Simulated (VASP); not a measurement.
Calculation: LDA (Ceperley-Alder, Perdew-Zunger), VASP's LDA PAW potentials (set 64) (plane waves; VASP).

The input files of a VASP run:

INCAR:
```
# general
SYSTEM =LaMg2
PREC   =Accurate
ENCUT  =300   # plane-wave cut-off (eV)
LREAL  =F
LASPH  =T

# electronic loop
EDIFF  =1E-6
NELM   =100   # most electronic steps
ALGO   =Normal   # blocked Davidson
LMAXMIX=6

# smearing
ISMEAR =0   # Gaussian
SIGMA  =0.05   # width (eV)

# ions
ISIF   =2

# output
LWAVE  =F
LCHARG =F
```

**POSCAR**
```
LaMg2
4.4050
  0.0000000000   1.0000000000   1.0000000000
  1.0000000000   0.0000000000   1.0000000000
  1.0000000000   1.0000000000   0.0000000000
La Mg
2 4
Direct
  0.7500000000   0.7500000000   0.7500000000
  0.5000000000   0.5000000000   0.5000000000
  0.1250000000   0.1250000000   0.1250000000
  0.6250000000   0.1250000000   0.1250000000
  0.1250000000   0.1250000000   0.6250000000
  0.1250000000   0.6250000000   0.1250000000
```

**KPOINTS**
```
kpoints
0
gamma
  7 7 7
0 0 0
```

POTCAR, in this order: La Mg (LDA.64 set). Program: vasp_std.

At this cut-off the stress carries a Pulay error, which pulls relaxed volumes low.

Problem. Estimate the energy per atom (σ→0), pressure, band gap (on the k-mesh).

Solution. 
```
Item                                                        Result
------------------------  ----------------------------------------
energy per atom (σ→0)                               -3.163 eV/atom
band gap (on the k-mesh)  none (metal, semimetal or under 0.01 eV)
pressure                                                 -3.40 GPa
```

**OSZICAR**
```
...
DAV:   7    -0.189960642410E+02    0.13160E-01   -0.18359E-01  1456   0.346E+00    0.111E+00
DAV:   8    -0.189823625741E+02    0.13702E-01   -0.33426E-02  1512   0.141E+00    0.133E-01
DAV:   9    -0.189818724423E+02    0.49013E-03   -0.60634E-03  1376   0.770E-01    0.554E-02
DAV:  10    -0.189817594673E+02    0.11297E-03   -0.66552E-04  1392   0.248E-01    0.194E-02
DAV:  11    -0.189817673356E+02   -0.78682E-05   -0.87935E-05  1520   0.673E-02    0.812E-03
DAV:  12    -0.189817652061E+02    0.21295E-05   -0.21045E-05  1352   0.461E-02    0.369E-03
DAV:  13    -0.189817654427E+02   -0.23667E-06   -0.13974E-06   744   0.114E-02
   1 F= -.18981765E+02 E0= -.18976399E+02  d E =-.107324E-01
```

The structure comes from a measured LaMg2 entry of the Crystallography Open Database, whose conditions weren't checked. The cell was not relaxed at this level.
